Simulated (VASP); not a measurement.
Set up this calculation in VASP 6.6.1, as the native input.

```yaml
Task: single point
Functional: PBEsol
Dispersion: D4
Potentials_or_basis: VASP PAW PBE potentials, release 64 (B, Au)
Cutoff: 520 eV
k_mesh: 4 × 4 × 3
Occupations: methfessel-paxton, width 0.15 eV
Spin: no spin polarisation
Dipole_correction: no
Further_INCAR_settings: ALGO = Normal; EDIFF = 1e-06; NBANDS = 26
```

The structure of B2Au lies in POSCAR:

```
B2Au
1.0
    3.8050010000      0.0548260000      0.0851320000
    0.4292260000      3.8140880000     -0.4987090000
   -0.0009870000      1.1314910000      4.5746080000
B Au
4 2
Direct
    0.0970092573      0.3970715838      0.0686610919
    0.6893965807      0.2491042973      0.8001216378
    0.7112285250      0.1004872274      0.3535759956
    0.0596999570      0.9408925741      0.9584113476
    0.5566073865      0.6918371831      0.1845684548
    0.1663502258      0.3538261512      0.5634844688
```

The cell was built by a generator and needn't be a form met in nature.

The input as run:

INCAR

```
PREC = Accurate
ENCUT = 520
EDIFF = 1E-6
ISMEAR = 1
SIGMA = 0.15
LREAL = F
LASPH = T
NELM = 100
ALGO = Normal
ISIF = 2
LWAVE = F
LCHARG = F
GGA = PS
IVDW = 13
NBANDS = 26
```

KPOINTS

```
regular mesh
0
Gamma
  4 4 3
```

Potentials or basis: VASP PAW PBE potentials, release 64 (B, Au).

Run with:

```sh
$ cat potpaw_PBE.64/B/POTCAR potpaw_PBE.64/Au/POTCAR > POTCAR
$ mpirun -np 1 vasp_std > vasp.out
```

Results of the run:

```json
{
 "Pressure": "-2.2 GPa",
 "Largest force": "2.955 eV/Å",
 "Band gap on the k mesh": "none (metal or under the smearing width)",
 "Dispersion energy per atom": "-0.209 eV"
}
```

Caveat: the k mesh is coarse (spacing up to 0.45 Å⁻¹), so the values aren't converged; the PAW data sets were made with another functional, which shifts forces and pressure a little.

Wall time 23 s on 1 thread of AMD EPYC 9R45 (Zen 5), with other jobs on the host, peak memory 0.16 GiB.
